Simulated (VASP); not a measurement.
# Be3AsN (Pm-3m) in VASP: a series of runs, part 2 of 2

VASP 6.6.1. The steps go on from the part before.

**3. Relaxation of cell and atoms, PBE**

This run uses another cell than the first one, of 9.41 Å³/atom, 0.997 times its volume.

INCAR reads:

```
PREC = Accurate ; ENCUT = 600
EDIFF = 1E-7 ; ISMEAR = 0
SIGMA = 0.02 ; LREAL = F
LASPH = T ; NELM = 100
ALGO = Normal ; ISIF = 3
LWAVE = F ; LCHARG = F
GGA = PE ; IBRION = 2
NSW = 100 ; EDIFFG = -0.005
```

KPOINTS reads:

```
Automatic mesh
0
Gamma
  8 8 8
```

POSCAR reads:

```
Be3AsN
1.0
    3.6100382414      0.0000000000      0.0000000000
    0.0000000000      3.6100382414      0.0000000000
    0.0000000000      0.0000000000      3.6100382414
Be As N
3 1 1
Direct
    0.0000000000      0.5000000000      0.5000000000
    0.5000000000      0.0000000000      0.5000000000
    0.5000000000      0.5000000000      0.0000000000
    0.0000000000      0.0000000000      0.0000000000
    0.5000000000      0.5000000000      0.5000000000
```

Potentials or basis: VASP PAW PBE potentials, release 64 (Be, As, N).

Run with:

```sh
cat potpaw_PBE.64/Be/POTCAR potpaw_PBE.64/As/POTCAR potpaw_PBE.64/N/POTCAR > POTCAR
mpirun -np 1 vasp_std > vasp.out
```

OUTCAR:

```text
PREC = Accurate
   ENCUT = 600
   EDIFF = 1E-7
   ISMEAR = 0
   LREAL = F
   LASPH = T
   NELM = 100
   ISIF = 3
   GGA = PE
   IBRION = 2
   NSW = 100
   EDIFFG = -0.005

 ion  position               nearest neighbor table
   1  0.000  0.500  0.500-   5 1.81   5 1.81   4 2.55   4 2.55   4 2.55   4 2.55
   2  0.500  0.000  0.500-   5 1.81   5 1.81   4 2.55   4 2.55   4 2.55   4 2.55
   3  0.500  0.500  0.000-   5 1.81   5 1.81   4 2.55   4 2.55   4 2.55   4 2.55
   4  0.000  0.000  0.000-   1 2.55   2 2.55   3 2.55   1 2.55   2 2.55   1 2.55   3 2.55   1 2.55
                             2 2.55   3 2.55   2 2.55   3 2.55
   5  0.500  0.500  0.500-   1 1.81   2 1.81   3 1.81   3 1.81   2 1.81   1 1.81

  LATTYP: Found a simple cubic cell.
 ALAT       =     3.6100382414

  Lattice vectors:

 A1 = (   3.6100382414,   0.0000000000,   0.0000000000)
 A2 = (   0.0000000000,   3.6100382414,   0.0000000000)
 A3 = (   0.0000000000,   0.0000000000,   3.6100382414)

Analysis of symmetry for initial positions (statically):
=====================================================================
 Subroutine PRICEL returns:
 Original cell was already a primitive cell.

 Routine SETGRP: Setting up the symmetry group for a
 simple cubic supercell.

 Subroutine GETGRP returns: Found 48 space group operations
 (whereof 48 operations were pure point group operations)
 out of a pool of 48 trial point group operations.

The static configuration has the point symmetry O_h .

Analysis of symmetry for dynamics (positions and initial velocities):
=====================================================================
 Subroutine PRICEL returns:
 Original cell was already a primitive cell.

 Routine SETGRP: Setting up the symmetry group for a
 simple cubic supercell.

 Subroutine GETGRP returns: Found 48 space group operations
 (whereof 48 operations were pure point group operations)
 out of a pool of 48 trial point group operations.

The dynamic configuration has the point symmetry O_h .

 Subroutine INISYM returns: Found 48 space group operations
[... 149 lines left out ...]
  ext. energy  EPLUGINS =         0.00000000
  ---------------------------------------------------
  free energy    TOTEN  =       -25.27456364 eV

  energy without entropy =      -25.27456364  energy(sigma->0) =      -25.27456364

------------------------ aborting loop because EDIFF is reached ----------------------------------------

  FORCE on cell =-STRESS in cart. coord.  units (eV):
  Direction    XX          YY          ZZ          XY          YZ          ZX
  --------------------------------------------------------------------------------------
  -------------------------------------------------------------------------------------
  Total        0.2143864      0.2143864      0.2143864      0.0000000     -0.0000000      0.0000000
  in kB        7.3008338      7.3008338      7.3008338      0.0000000     -0.0000000      0.0000000
  external PRESSURE =       7.3008338 kB  Pullay stress =       0.0000000 kB
[... 65 lines left out ...]
--------------------------------------- Ionic step        3  -------------------------------------------

 number of electron      15.9999998 magnetization

 Free energy of the ion-electron system (eV)
  ---------------------------------------------------
  ext. energy  EPLUGINS =         0.00000000
  ---------------------------------------------------
  free energy    TOTEN  =       -25.27508349 eV

  energy without entropy =      -25.27508349  energy(sigma->0) =      -25.27508349

 E-fermi :   7.8573     XC(G=0): -11.0529

 val. band max:        7.7292682512   @ k =   0.5000   0.5000   0.0000
 cond. band min:       8.5930414573   @ k =   0.0000   0.0000   0.0000
 fundamental gap:      0.8637732060
 Fermi energy:         7.8573046366

 k-point     1 :       0.0000    0.0000    0.0000
  band No.  band energies     occupation
      1      -9.3043      2.00000
      2      -3.5965      2.00000
      3       0.7119      2.00000
      4       0.7119      2.00000
      5       0.7119      2.00000
      6       7.2980      2.00000
      7       7.2980      2.00000
      8       7.2980      2.00000
      9       8.5930      0.00000
     10       8.5930      0.00000
     11      12.0731      0.00000
     12      13.7075      0.00000
[... 331 lines left out ...]
 k-point    24 :       0.5000    0.3750    0.1250
  band No.  band energies     occupation
      1      -8.5318      2.00000
      2      -3.8231      2.00000
      3      -0.5462      2.00000
      4      -0.1096      2.00000
      5       1.8959      2.00000
      6       4.7820      2.00000
      7       5.3895      2.00000
      8       6.7042      2.00000
      9       9.4835      0.00000
     10      10.0602      0.00000
     11      10.9437      0.00000
     12      12.1887      0.00000

 [... further k-points ...]

------------------------ aborting loop because EDIFF is reached ----------------------------------------

  FORCE on cell =-STRESS in cart. coord.  units (eV):
  Direction    XX          YY          ZZ          XY          YZ          ZX
  --------------------------------------------------------------------------------------
  -------------------------------------------------------------------------------------
  Total        0.0016866      0.0016866      0.0016866      0.0000000     -0.0000000      0.0000000
  in kB        0.0571563      0.0571563      0.0571563      0.0000000     -0.0000000      0.0000000
  external PRESSURE =       0.0571563 kB  Pullay stress =       0.0000000 kB
[... 20 lines left out ...]
  FREE ENERGIE OF THE ION-ELECTRON SYSTEM (eV)
  ---------------------------------------------------
  free  energy   TOTEN  =       -25.2750834851 eV

  energy  without entropy=      -25.2750834851  energy(sigma->0) =      -25.27508349

 reached required accuracy - stopping structural energy minimisation
```

CONTCAR:

```text
Be3AsN
   1.00000000000000
     3.6159420489979754   -0.0000000000000000    0.0000000000000000
     0.0000000000000000    3.6159420489979754    0.0000000000000000
    -0.0000000000000000   -0.0000000000000000    3.6159420489979754
  Be              As              N
     3     1     1
Direct
     0.0000000000000000    0.5000000000000000    0.5000000000000000
     0.5000000000000000    0.0000000000000000    0.5000000000000000
     0.5000000000000000    0.5000000000000000    0.0000000000000000
     0.0000000000000000    0.0000000000000000    0.0000000000000000
     0.5000000000000000    0.5000000000000000    0.5000000000000000

  0.00000000E+00  0.00000000E+00  0.00000000E+00
  0.00000000E+00  0.00000000E+00  0.00000000E+00
  0.00000000E+00  0.00000000E+00  0.00000000E+00
  0.00000000E+00  0.00000000E+00  0.00000000E+00
  0.00000000E+00  0.00000000E+00  0.00000000E+00
```

Run time: 67 s. Hardware: 1 thread of Intel Xeon Platinum 8488C (Sapphire Rapids), shared host; peak memory 0.18 GiB.

Results:

* Free energy: -25.2751 eV
* Relaxed volume: 9.46 Å³/atom
* Relaxed cell: a = 3.616 Å, b = 3.616 Å, c = 3.616 Å, α = 90.00°, β = 90.00°, γ = 90.00°
* Space group after relaxing (to 0.05 Å): Pm-3m (No. 221)
* Energy gained by relaxing: 0.1 meV/atom
* Ionic steps: 3
* Pressure after relaxing: 0.0 GPa
* Band gap on the k mesh: 0.86 eV, indirect (least direct gap 1.29 eV)

The path:
```csv
step,energy change (eV),largest force (eV/Å),pressure (GPa),volume (Å³)
1,0.0000,0.0000,0.73,47.05
2,-0.0005,0.0000,-0.18,47.34
3,-0.0005,0.0000,0.01,47.28
```

Final structure:
```
Be As N
1.0
     3.61594    0.00000    0.00000
     0.00000    3.61594    0.00000
     0.00000    0.00000    3.61594
Be As N
3 1 1
Direct
  0.00000 0.50000 0.50000
  0.50000 0.00000 0.50000
  0.50000 0.50000 0.00000
  0.00000 0.00000 0.00000
  0.50000 0.50000 0.50000
```

A k mesh can miss the band edges.

**4. Single point, PBE**

This run uses another cell than the first one, of 9.41 Å³/atom, 0.997 times its volume.

INCAR reads:

```
SYSTEM = Be3AsN
ALGO = Normal
EDIFF = 1E-7
ENCUT = 520
GGA = PE
ISIF = 2
ISMEAR = 0
LASPH = .TRUE.
LCHARG = .FALSE.
LREAL = .FALSE.
LWAVE = .FALSE.
NBANDS = 16
NELM = 100
PREC = Accurate
SIGMA = 0.1
```

KPOINTS reads:

```
k-points
0
G
  6 6 6
  0 0 0
```

POSCAR is that of step 3.

Run with:

```sh
cat potpaw_PBE.64/Be/POTCAR potpaw_PBE.64/As/POTCAR potpaw_PBE.64/N/POTCAR > POTCAR
mpirun -np 1 vasp_std > vasp.out
```

Run time: 15 s. Hardware: 1 thread of Intel Xeon Platinum 8488C (Sapphire Rapids), shared host; peak memory 0.15 GiB.

The run converged. Its results:

```yaml
Free_energy: -25.2613 eV
Pressure: 0.8 GPa
Band_gap_on_the_k_mesh: 0.86 eV, indirect (least direct gap 1.29 eV)
```

Levels at points of the mesh, in eV from the valence-band top:
```
           k point  band 6  band 7  band 8  band 9  band 10  band 11
(0.00, 0.00, 0.00)   -0.43   -0.43   -0.43    0.86     0.86     4.40
(0.50, 0.00, 0.00)   -4.62   -1.97   -1.97    1.22     4.48     4.58
(0.50, 0.50, 0.00)   -1.41   -1.41    0.00    1.41     1.43     2.06
(0.50, 0.50, 0.50)   -6.20   -6.20   -6.20    5.34     5.34     5.34
```

A k mesh can miss the band edges. As with any semilocal functional, this PBE gap is likely too small.

**5. The runs side by side**

| task | cell | k mesh | cutoff (eV) | smearing | gap on the mesh (eV) | pressure (GPa) |
| --- | --- | --- | --- | --- | --- | --- |
| single point | Pm-3m, 9.44 Å³/atom | 8 × 8 × 8 | 520 | gaussian 0.02 eV | 0.86 | 0.3 |
| relaxation of cell and atoms | relaxed | 8 × 8 × 8 | 600 | gaussian 0.02 eV | 0.86 | 0.0 |
| single point | Pm-3m, 9.41 Å³/atom | 6 × 6 × 6 | 520 | gaussian 0.1 eV | 0.86 | 0.8 |

Alike in all rows: level PBE; potentials or basis VASP PAW PBE potentials, release 64 (Be, As, N); no spin polarisation.

Total energies depend on the potentials used, so only differences within one code and one set of settings carry meaning.
